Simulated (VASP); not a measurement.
OSZICAR of a VASP run on RuS (a trial cell in the CsCl structure, space group Pm-3m):

### OSZICAR
```
       N       E                     dE             d eps       ncg     rms          rms(c)
DAV:   1     0.135947527995E+03    0.13595E+03   -0.10157E+04   988   0.121E+03
DAV:   2    -0.913417184250E+01   -0.14508E+03   -0.14221E+03  1118   0.348E+02
DAV:   3    -0.126024893526E+02   -0.34683E+01   -0.34460E+01  1228   0.550E+01
DAV:   4    -0.126337893762E+02   -0.31300E-01   -0.31293E-01  1154   0.507E+00
DAV:   5    -0.126343677723E+02   -0.57840E-03   -0.57838E-03  1272   0.586E-01    0.304E+01
DAV:   6    -0.122140032274E+02    0.42036E+00   -0.33083E+00  1022   0.193E+01    0.142E+01
DAV:   7    -0.121569158602E+02    0.57087E-01   -0.72173E-01  1042   0.927E+00    0.843E+00
DAV:   8    -0.121272508737E+02    0.29665E-01   -0.83546E-02  1016   0.331E+00    0.905E-01
DAV:   9    -0.121271967538E+02    0.54120E-04   -0.32893E-03  1258   0.463E-01    0.153E-01
DAV:  10    -0.121272110340E+02   -0.14280E-04   -0.47967E-04  1118   0.245E-01    0.937E-02
DAV:  11    -0.121272010161E+02    0.10018E-04   -0.21055E-05  1214   0.585E-02    0.361E-02
DAV:  12    -0.121271997080E+02    0.13081E-05   -0.10579E-06   766   0.104E-02    0.925E-03
DAV:  13    -0.121271994304E+02    0.27756E-06   -0.67727E-07   550   0.855E-03
   1 F= -.12127199E+02 E0= -.12126119E+02  d E =-.216069E-02
```

Question: Which electronic solver shows in the log?

Answer: It is blocked Davidson (ALGO = Normal, or the opening steps of other solvers). The INCAR had ALGO = Normal.

Question: Can the final energy be trusted as converged?

Answer: Self-consistency was reached. It stopped with EDIFF = 1E-6, NELM = 100 (PBE GGA, plane waves, VASP's PBE PAW potentials (set 64)).

The structure was generated: RuS was put into the CsCl type (Pm-3m), which need not be its known phase. The cell was not relaxed at this level.
